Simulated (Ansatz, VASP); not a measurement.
**ScF3: VASP beside Ansatz**

INCAR

```
  ALGO = Normal
  EDIFF = 1E-8
  ENCUT = 520
  ISIF = 2
  ISMEAR = -1
  LASPH = True
  LCHARG = False
  LEFG = True
  LREAL = False
  LWAVE = False
  NBANDS = 24
  NELM = 80
  PREC = Accurate
  SIGMA = 0.02
```

Contents of KPOINTS:

```
k-points
0
Gamma
  6 6 6
```

File POSCAR:

```
ScF3
1.0
    4.0124500000      0.0401245000      0.0401245000
    0.0401245000      4.0124500000      0.0401245000
    0.0401245000      0.0401245000      4.0124500000
Sc F
1 3
Direct
    0.0000000000      0.0000000000      0.0000000000
    0.5000000000      0.0000000000      0.0000000000
    0.0000000000      0.5000000000      0.0000000000
    0.0000000000      0.0000000000      0.5000000000
```

Input for Ansatz:

```yaml
crystal:
  lattice:
    - [4.01245, 0.0401245, 0.0401245]
    - [0.0401245, 4.01245, 0.0401245]
    - [0.0401245, 0.0401245, 4.01245]
  atoms:
    - { symbol: Sc, position: [0.0, 0.0, 0.0] }
    - { symbol: F, position: [0.5, 0.0, 0.0] }
    - { symbol: F, position: [0.0, 0.5, 0.0] }
    - { symbol: F, position: [0.0, 0.0, 0.5] }
kpoints:
  mp_grid: { grid: [6, 6, 6] }
scf:
  occupations: { method: fermi_dirac, width: 0.02 }
hamiltonian:
  xc: lda
  pseudopotentials: { kind: all_electron, datasets: crystal }
output:
  forces: true
  stress: true
  eigenvalues: true
  efg: { contact_densities: true }
```

Change from the starting cell: equal xy, yz and zx shear strains of +2 %, crystal datasets.

Alike in both runs: task electric field gradients; functional LDA; k mesh 6 × 6 × 6; occupations fermi-dirac, width 0.02 eV; no spin polarisation.

```csv
,VASP,Ansatz
version,VASP 6.6.1,Ansatz 0.2.0
potentials or method,"VASP PAW LDA potentials, release 64 (Sc_sv, F)","all-electron PAW with datasets made for the crystal, scalar-relativistic"
plane-wave cutoff (eV),520,see its input
```

Ansatz gave:

| Property | Result |
| --- | --- |
| gap on the k mesh at the Fermi level (eV) | 6.20 |
| pressure (GPa) | -2.9 |
| largest component of the traceless stress (GPa) | 0.40 |
| Vzz of the field gradient on the site that differs most (V/Å²) | 57.0 |

Q: Estimate VASP's values.

A: gap on the k mesh at the Fermi level (eV): 6.17; pressure (GPa): -2.3; largest component of the traceless stress (GPa): 0.38; Vzz of the field gradient on the site that differs most (V/Å²): 55.9.

Ansatz ran all-electron here, so the differences hold the error of VASP's frozen core and of both bases.

A k mesh can miss the band edges.
